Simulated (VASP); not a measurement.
VASP ran on this input.

### POSCAR
```
BaTiO3
1
    3.9837729775    -0.0000000000     0.0000000000
    0.0000000000     3.9837729775    -0.0000000000
    0.0000000000    -0.0000000000     3.9837729775
Ba Ti O
1 1 3
Direct
  0.0000000000   0.0000000000   0.0000000000
  0.5000000000   0.5000000000   0.5000000000
  0.5000000000   0.0000000000   0.5000000000
  0.0000000000   0.5000000000   0.5000000000
  0.5000000000   0.5000000000   0.0000000000
```

**INCAR**
```
! general
SYSTEM   = BaTiO3
PREC     = Accurate
ENCUT    = 520   ! plane-wave cut-off (eV)
LREAL    = .FALSE.
LASPH    = .TRUE.

! electronic loop
EDIFF    = 1E-6   ! SCF stop (eV)
NELM     = 100
ALGO     = Normal   ! blocked Davidson
LMAXMIX  = 4   ! l cut-off of mixed one-centre charges

! smearing
ISMEAR   = 0   ! Gaussian
SIGMA    = 0.05   ! width (eV)

! functional
GGA      = ML
LUSE_VDW = .TRUE.
AGGAC    = 0.0
ZAB_VDW  = -1.8867

! ions
IBRION   = 2   ! conjugate gradients
NSW      = 60   ! most ionic steps
ISIF     = 3
EDIFFG   = -0.02

! output
LWAVE    = .FALSE.
LCHARG   = .FALSE.
```

File KPOINTS:
```
Automatic mesh
0
gamma
  5 5 5
0 0 0
```

POTCAR, in this order: Ba_sv Ti_sv O (PBE.64 set). Program: vasp_std.

Question: Translate this vdW-DF2 calculation to Quantum ESPRESSO's pw.x.

Answer: One equivalent input (not run):
```
&CONTROL
  calculation = 'vc-relax'
  pseudo_dir = './pseudo'
  outdir = './out'
  tprnfor = .true.
  tstress = .true.
  nstep = 60
  forc_conv_thr = 0.00078
/
&SYSTEM
  ibrav = 0
  nat = 5
  ntyp = 3
  ecutwfc = 84
  occupations = 'smearing'
  smearing = 'gaussian'
  degauss = 0.003675
  input_dft = 'vdw-df2'
/
&ELECTRONS
  conv_thr = 7.3e-08
  electron_maxstep = 100
/
&IONS
/
&CELL
/
ATOMIC_SPECIES
  Ba 137.327 Ba.upf
  Ti 47.867 Ti.upf
  O 15.999 O.upf
CELL_PARAMETERS angstrom
     3.9837730   -0.0000000    0.0000000
     0.0000000    3.9837730   -0.0000000
     0.0000000   -0.0000000    3.9837730
ATOMIC_POSITIONS crystal
  Ba   0.0000000  0.0000000  0.0000000
  Ti   0.5000000  0.5000000  0.5000000
  O    0.5000000  0.0000000  0.5000000
  O    0.0000000  0.5000000  0.5000000
  O    0.5000000  0.5000000  0.0000000
K_POINTS automatic
  5 5 5 0 0 0
```
The two are equivalent in intent, not identical: the potentials are each code's own (VASP's PAW set, PseudoDojo norm-conserving files in pw.x), so ENCUT and ecutwfc are chosen apart and not converted; conv_thr bounds pw.x's estimated SCF error, while EDIFF bounds the energy change between steps; forc_conv_thr acts on force components and is met together with etot_conv_thr.

The compound is BaTiO3 in the cubic perovskite structure, the ideal cubic form; the compound distorts at low or room temperature. This run relaxes it. Symmetry was kept, so distortions that lower it aren't found. The start is the result of an earlier pass.
